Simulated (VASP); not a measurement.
VASP runs on Mg2Si (antifluorite) share one base input (PBE GGA, plane waves, VASP's PBE PAW potentials (set 64)) and change the settings named in each case.

POSCAR:
```
Mg2Si
1.0
  0.0000000000   3.2385000000   3.2385000000
  3.2385000000   0.0000000000   3.2385000000
  3.2385000000   3.2385000000   0.0000000000
Mg Si
2 1
Cartesian
  1.6192500000   1.6192500000   1.6192500000
  4.8577500000   4.8577500000   4.8577500000
  0.0000000000   0.0000000000   0.0000000000
```

KPOINTS:
```
Automatic
0
gamma
  6 6 6
```

INCAR:
```
ALGO = Normal
EDIFF = 1E-6
ENCUT = 400
GGA = PE
ISIF = 2
ISMEAR = 0
LASPH = .TRUE.
LCHARG = .FALSE.
LREAL = .FALSE.
LWAVE = .FALSE.
NELM = 100
PREC = Accurate
SIGMA = 0.05
SYSTEM = Mg2Si
```

POTCAR, in this order: Mg Si (PBE.64 set). Program: vasp_std.

```json
[
 {"change": "base run", "E(σ→0) (eV/atom)": "-2.9545", "irreducible k-points": "16"},
 {"change": "KPOINTS 3×3×3 Monkhorst-Pack mesh", "E(σ→0) (eV/atom)": "-2.7912", "irreducible k-points": "4"},
 {"change": "KPOINTS 4×4×4 Monkhorst-Pack mesh", "E(σ→0) (eV/atom)": "-2.9610", "irreducible k-points": "10"},
 {"change": "KPOINTS 5×5×5 Monkhorst-Pack mesh", "E(σ→0) (eV/atom)": "___", "irreducible k-points": "10"},
 {"change": "KPOINTS 7×7×7 Monkhorst-Pack mesh", "E(σ→0) (eV/atom)": "___", "irreducible k-points": "20"}
]
```

Question: Some entries are withheld; supply them.

Answer: 
- KPOINTS 5×5×5 Monkhorst-Pack mesh, E(σ→0) (eV/atom): -2.9426
- KPOINTS 7×7×7 Monkhorst-Pack mesh, E(σ→0) (eV/atom): -2.9590

Left out are runs that ran out of time, are held back, or changed the cell or the kind of run, fixed moments of cells without a moment, rows past the twelfth, gaps on odd meshes, pressures of charged cells and columns that move by less than the noise.

The compound is Mg2Si in the antifluorite structure. The cell was not relaxed at this level.
